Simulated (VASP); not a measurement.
A convergence study with VASP on CaF$_{2}$ (fluorite): one setting is varied, all else stays as given below, so the limit is that of these other settings. Each run relaxes cell and ions from the cell shown. The basis is that of the starting cell, so low cut-offs carry a Pulay error.

```yaml
crystal:
  lattice:
    - [0.00000, 2.73000, 2.73000]
    - [2.73000, 0.00000, 2.73000]
    - [2.73000, 2.73000, 0.00000]
  atoms:
    - { symbol: Ca, position: [0.00000, 0.00000, 0.00000] }
    - { symbol: F, position: [0.25000, 0.25000, 0.25000] }
    - { symbol: F, position: [0.75000, 0.75000, 0.75000] }
```

The numbers are results of PBEsol GGA, VASP's PBE PAW potentials (set 64) (plane waves; VASP), not measurements. The tightest run used: 800 eV cut-off, 6×6×6 Γ-centred mesh, Gaussian smearing of 0.050 eV, potentials Ca_sv F.

Gaps are read on the run's mesh, which can miss a band edge.

Q: The settings run are ENCUT = 300; ENCUT = 350; ENCUT = 400; ENCUT = 450; ENCUT = 500; ENCUT = 550; ENCUT = 600; ENCUT = 650; ENCUT = 700; ENCUT = 750; ENCUT = 800. From which on does the relaxed volume stay within 0.1 Å³/atom of the tightest run?

A: From ENCUT = 500 on: it is off by 0.037 there and by no more than 0.1 in any finer run, while ENCUT = 450 is off by 0.249.
```tsv
setting	relaxed volume (Å³/atom)	E (eV/atom)	gap on the mesh (eV)	plane waves	difference judged (Å³/atom)
ENCUT = 300	10.707	-6.7072	8.627	531	2.627
ENCUT = 350	11.763	-6.1541	7.984	620	1.570
ENCUT = 400	12.600	-6.0110	7.552	754	0.733
ENCUT = 450	13.085	-5.9734	7.310	899	0.249
ENCUT = 500	13.296	-5.9675	7.213	1056	0.037
ENCUT = 550	13.320	-5.9677	7.203	1243	0.014
ENCUT = 600	13.298	-5.9690	7.215	1380	0.035
ENCUT = 650	13.286	-5.9698	7.222	1544	0.048
ENCUT = 700	13.303	-5.9701	7.215	1724	0.031
ENCUT = 750	13.323	-5.9701	7.206	1917	0.011
ENCUT = 800	13.333	-5.9701	7.202	2121	0.000
```

Left out are rungs that failed or repeat a setting and relaxations that didn't move; long series are thinned to 24 rows.

The compound is CaF2 in the fluorite structure.
